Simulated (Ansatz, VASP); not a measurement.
## GaN in two plane-wave programs

Wanted: the spread between two codes on one cell, functional and k mesh. The cell is taken from a series of runs on this material, whose earlier steps may have relaxed, scaled, displaced or heated it; both programs get it as it stands.

Method: plane waves, with VASP 6.6.1 beside it; zone-centre phonons at LDA, in Ansatz 0.2.0.

## (1) Starting point

It takes space group I-4m2 (No. 119, tetragonal). Conventional cell: a = 3.162 Å, b = 3.162 Å, c = 4.411 Å, α = 90.00°, β = 90.00°, γ = 90.00°. N has 4 Ga at 1.93 Å nearest. Nearest to Ga lie 4 N at 1.93 Å. Farther neighbours and most contacts between anions are not listed.

## (2) Ansatz: zone-centre phonons, LDA

Ansatz runs on its PAW soft_1 files.

Second derivatives magnify differences that forces hide, and they need a tight electronic threshold.

Input file input.yaml:

```yaml
crystal:
  lattice:
    - [0.0, 2.2355854664, 2.2053264877]
    - [2.2355854664, 0.0, 2.2053264877]
    - [2.2355854664, 2.2355854664, 0.0]
  atoms:
    - { symbol: "N", position: [0.25, 0.25, 0.25] }
    - { symbol: Ga, position: [0.0, 0.0, 0.0] }
kpoints:
  mp_grid: { grid: [12, 12, 12] }
hamiltonian:
  xc: lda
  pseudopotentials: { kind: paw, azcp: { folder: soft_1 }, xc_functional: pbe }
scf:
  occupations: { method: fixed }
output:
  eigenvalues: true
phonons:
  method: dfpt
  dielectric: true
  rigid_motions: translations
```

Started as:

```sh
$ ansatz run input.yaml --threads 4 --pin off --max-ram 10240MiB --backend cpu --events-out ev --progress --plain --runs-dir out
```

Numbers of over 12 decimals in the logs are rounded to 6 here.

The log of the run:

```text
Engine: ansatz 0.2.0, aarch64-unknown-linux-gnu
Pseudopotentials: kind: paw
Pseudopotential: N, paw, valence charge 5, recommended cutoff 420 eV (normal), soft_1/N.paw.azcp
Pseudopotential: Ga, paw, valence charge 13, recommended cutoff 420 eV (normal), soft_1/Ga.paw.azcp
Functional definition: SPW92
  exchange = slater_x
  correlation = pw_c
Crystal: 2 atoms, lattice volume = 22.044 Å³
Basis set: ecut = 420 eV, 411 PW (Γ), exchange–correlation on 48×48×48 points (8 copies of the dense FFT grid, shifted against one another)
Bands: 13, of which v1, the nominal top of the filled ones, is band 9 counted from 1 (8 counted from 0)
Symmetry: 8 space group operations
k-points: 868 of 1728 (irreducible under 1 space group operation, time reversal used)
Non-local potential: N, projectors of the file, l = 0: 2, l = 1: 2, l = 2: 1
Non-local potential: Ga, projectors of the file, l = 0: 2, l = 1: 2, l = 2: 3, l = 3: 1
PAW form: soft (Blöchl's): semilocal exchange-correlation on the pseudo side does not see the compensation charge
PAW frozen core: N, regenerated for the run's functional, and the local potential with it (the file was generated under x = pbe(κ = 0.804, μ = 0.219515), c = pbe(β = 0.066725))
PAW frozen core: Ga, regenerated for the run's functional, and the local potential with it (the file was generated under x = pbe(κ = 0.804, μ = 0.219515), c = pbe(β = 0.066725))
PAW one-centre angular grid: N, 110 points (default); XC on 64 Gauss nodes
PAW one-centre angular grid: Ga, 590 points (default); XC on 64 Gauss nodes
Initial density: superposition of atomic densities (chi_scale 0.1, normalization cell, long waves kept (reshape's long-wave potential 0.00 eV rms))
Initial wavefunctions: pseudopotential atomic-orbital guess
Functional: x = slater, c = lda
SCF iter   1: F=—  HF=-4082.733988 eV  |F-HF|=—  |Δ(HF+E_count)|=         —  Δρ=1.07e-1  dr2=2.23e0  ethr=3.10e-3  ⟨swp⟩=4.0  Hψ=50234  notcnv=0  defer=1099
preconditioner: auto → none  [insulator: Δε(μ)=2.826 eV  Ē_g=19.339 eV  n_scr=8 (ndim 8)  ℏωp=33.6 eV  f_vac=0.000  ε∞_Penn≈4.0]
SCF iter   2: F=—  HF=-4082.214053 eV  |F-HF|=—  |Δ(HF+E_count)|=   5.20e-1  Δρ=5.89e-2  dr2=4.70e-1  ethr=3.10e-3  ⟨swp⟩=2.1  Hψ=27395  notcnv=0  defer=260
SCF iter   3: F=—  HF=-4082.097440 eV  |F-HF|=—  |Δ(HF+E_count)|=   1.17e-1  Δρ=1.90e-2  dr2=3.97e-2  ethr=2.61e-3  ⟨swp⟩=2.0  Hψ=15743  notcnv=0  defer=1734
SCF iter   4: F=—  HF=-4082.089499 eV  |F-HF|=—  |Δ(HF+E_count)|=   7.94e-3  Δρ=7.81e-3  dr2=5.79e-3  ethr=2.20e-4  ⟨swp⟩=2.0  Hψ=22116  notcnv=0  defer=1734
SCF iter   5: F=—  HF=-4082.086633 eV  |F-HF|=—  |Δ(HF+E_count)|=   2.87e-3  Δρ=9.01e-4  dr2=5.01e-5  ethr=3.22e-5  ⟨swp⟩=2.0  Hψ=20636  notcnv=0  defer=1736
SCF iter   6: F=—  HF=-4082.086617 eV  |F-HF|=—  |Δ(HF+E_count)|=   1.56e-5  Δρ=1.33e-4  dr2=1.85e-6  ethr=2.78e-7  ⟨swp⟩=2.0  Hψ=16640  notcnv=0  defer=223
SCF iter   7: F=—  HF=-4082.086617 eV  |F-HF|=—  |Δ(HF+E_count)|=   8.97e-8  Δρ=1.60e-5  dr2=2.66e-8  ethr=1.03e-8  ⟨swp⟩=2.6  Hψ=18448  notcnv=0
SCF iter   8: F=—  HF=-4082.086617 eV  |F-HF|=—  |Δ(HF+E_count)|=   4.88e-9  Δρ=1.00e-6  dr2=1.69e-10  ethr=1.48e-10  ⟨swp⟩=2.0  Hψ=14172  notcnv=0
SCF iter   9: F=-4082.086617 eV  HF=-4082.086617 eV  |F-HF|=2.27e-12  |Δ(HF+E_count)|=  2.36e-11  Δρ=8.23e-8  dr2=9.66e-13  ethr=1.00e-12  ⟨swp⟩=6.0  Hψ=59083  notcnv=0
SCF 1 converged in 9 iterations: F = -4082.086617 eV  dr2 = 9.66e-13
  greatest PAW one-centre occupation: 0.996 electrons in one spin orbital (limit 2), on the Ga atom at site 1 (counted from 0), in its partial waves of l = 2
NSCF: frozen V_eff on 3 k-points
DFPT response loops at Γ: preconditioner auto → none (the input reference at scf.mixing.eps_inf says where Resta's filter doesn't serve); β = 0.50; Broyden in place of MSR1
── the response to a field inside a basis, on 12×12×12 k-points: an SCF that follows is theirs, and a resumed run solves both again ──
Bands: 10, of which v1, the nominal top of the filled ones, is band 9 counted from 1 (8 counted from 0)
k-points: 468 of 1728 (irreducible under 2 space group operations, time reversal used)
Initial density: handed on by an earlier stage of this run
Initial wavefunctions: pseudopotential atomic-orbital guess (no wavefunctions were taken with the density)
Eigensolver: Dense (468 Hₖ)
SCF iter   1: F=—  HF=-4082.088961 eV  |F-HF|=—  |Δ(HF+E_count)|=         —  Δρ=5.08e-4  dr2=9.76e-6  ethr=1.00e-1
preconditioner: auto → none  [insulator: Δε(μ)=2.174 eV  Ē_g=15.429 eV  n_scr=8 (ndim 8)  ℏωp=33.6 eV  f_vac=0.000  ε∞_Penn≈5.7]
SCF iter   2: F=—  HF=-4082.088960 eV  |F-HF|=—  |Δ(HF+E_count)|=   1.19e-6  Δρ=2.78e-4  dr2=4.66e-6  ethr=5.42e-8
SCF iter   3: F=—  HF=-4082.088961 eV  |F-HF|=—  |Δ(HF+E_count)|=   1.13e-6  Δρ=1.13e-4  dr2=2.39e-6  ethr=2.59e-8
SCF iter   4: F=-4082.088960 eV  HF=-4082.088960 eV  |F-HF|=5.59e-9  |Δ(HF+E_count)|=   1.05e-6  Δρ=1.37e-5  dr2=1.54e-8  ethr=1.33e-8
SCF 1 converged in 4 iterations: F = -4082.088960 eV  dr2 = 1.54e-8
DFPT response loops at Γ: mixed as the last ones told, above
SCF converged after 9 iterations
Free energy (F): -4082.086617 eV
Harris-Foulkes:  -4082.086617 eV  (|F-HF|=2.27e-12)
Internal energy: -4082.086617 eV  (E = F + TS)
E sigma→0 (E₀):  -4082.086617 eV
Fermi energy:    9.893551 eV
--- Per-component energies (eV) ---
  E_band       = -4.082490
  E_kinetic    = 241.906962
  E_local      = -1387.830494  (includes V_loc(G=0)·N_el)
  E_nonlocal   = -51.779067
  E_hartree    = 882.500321
  E_xc         = -121.890275
  E_vxc        = -131.495249  (∫ρ·V_xc dr)
  E_paw        = -2039.330966  (= ΣΔE_a)
  E_vpaw       = -439.885933  (= ΣTr[D̂ρ^β])
  E_aug_tail   = 0.000636  (compensation charges beyond the density's cutoff)
  E_ewald      = -1607.472259
  E_core_change = 1.808525  (= ΣΔE_core)
  E_smearing   = -0.000000  (= −TS)
  E_closure    = -0.000000  (closes the sum)
  Σ components = -4082.086617   (vs F -4082.086617, Δ=0.00e0)
--- Band table (eV; the first three rows and the last of 868) ---
  k-point 0: bands = [... 5 lower, -3.4227, 9.8299, 9.8299, 9.8936, 11.8309, 20.1879, 20.2250, 20.2250]
  k-point 1: bands = [... 5 lower, -3.4241, 9.0414, 9.7471, 9.7950, 12.4528, 19.8379, 20.3336, 20.3422]
  k-point 2: bands = [... 5 lower, -3.4255, 7.5559, 9.5324, 9.5917, 13.3793, 19.1520, 20.5674, 20.6057]
  k-point 867: bands = [... 5 lower, -2.0319, 2.4851, 8.7709, 8.8753, 14.6394, 18.6358, 20.1503, 20.3671]
--- Phonons (Γ-DFPT): 4 representative perturbations + reference, on 868 of 1728 k-points (Σ response iterations 12) ---
  k mesh reduced under 1 symmetry operation, with k and −k counted as one. Each operation leaves every solved perturbation unchanged. A smaller set is not considered because the run solves the response to a homogeneous field
  ASR residual: 4.889e-5 → 0.000e0 eV/Å²; symmetrization residual: 1.774e-6 eV/Å²
  ASR residual per site (eV/Å²): 4.89e-5 2.62e-7
  Γ frequencies (cm⁻¹): 0.00 0.00 0.00 551.75 556.28 556.28
  ε∞ (high-frequency dielectric tensor):
        5.752623    -0.000000     0.000000
       -0.000000     5.752623     0.000000
        0.000000     0.000000     5.727723
  ε⁰ (static dielectric tensor: ions relaxed, cell fixed):
       10.059734    -0.000000    -0.000000
       -0.000000    10.059734     0.000000
       -0.000000     0.000000    10.024951
  ε⁰ − ε∞ (ionic part):
        4.307111     0.000000    -0.000000
        0.000000     4.307111     0.000000
       -0.000000     0.000000     4.297228
  softest optical mode at Γ: 551.75 cm⁻¹; the repairs (sum rule, projections) moved no ω² at Γ by more than (1.08 cm⁻¹)²
  Born effective charges Z* (e; rows j = field, columns β = displacement):
    site 0:
        -2.63897   -0.00000    0.00000
         0.00000   -2.63897   -0.00000
         0.00000   -0.00000   -2.61452
    site 1:
         2.63897    0.00000   -0.00000
         0.00000    2.63897    0.00000
        -0.00000    0.00000    2.61452
  Z* charge neutrality: 7.673e-4 e pre-enforcement
  solved inside a basis spanned on kpoints, on 12×12×12 k-points, its susceptibility summed on 16×16×16: ε∞ is read to err by 1.5e-2, Z* by 1.4e-2 e (field_mesh: kpoints solves on kpoints); Z* is corrected for what the basis lacks
  optical modes at Γ without the LO–TO term, one row a degenerate level:
      ω (cm⁻¹)  modes    IR ((D/Å)²/amu)
        551.75      1            13.5209
        556.28      2            27.5500
  optical modes at Γ + LO–TO along q̂ = [1.0000, 0.0000, 0.0000]:
      ω (cm⁻¹)  modes    IR ((D/Å)²/amu)
        551.75      1            13.5209
        556.28      1            13.7750
        735.61      1            13.7750
  optical modes at Γ + LO–TO along q̂ = [0.0000, 1.0000, 0.0000]:
      ω (cm⁻¹)  modes    IR ((D/Å)²/amu)
        551.75      1            13.5209
        556.28      1            13.7750
        735.61      1            13.7750
  optical modes at Γ + LO–TO along q̂ = [0.0000, 0.0000, 1.0000]:
      ω (cm⁻¹)  modes    IR ((D/Å)²/amu)
        556.28      2            27.5500
        729.95      1            13.5209
```

The column dr2 measures how far the density is from self-consistency, as an energy; F and HF (Harris–Foulkes) agree once it is small.

[end of part 1 of 2]

[Lines on the potential files, build, host, timing and source positions are cut from VASP's logs without a mark.]

[Logs are printed without paths, hosts, clocks, repeated set-up lines and the standing remarks that a program may print on its own settings, such as how far it seeks lower states.]

[Hosts, paths, dates, database ids (printed as entryN), source tags and the programs' standing remarks are cut or masked in the printed files.]
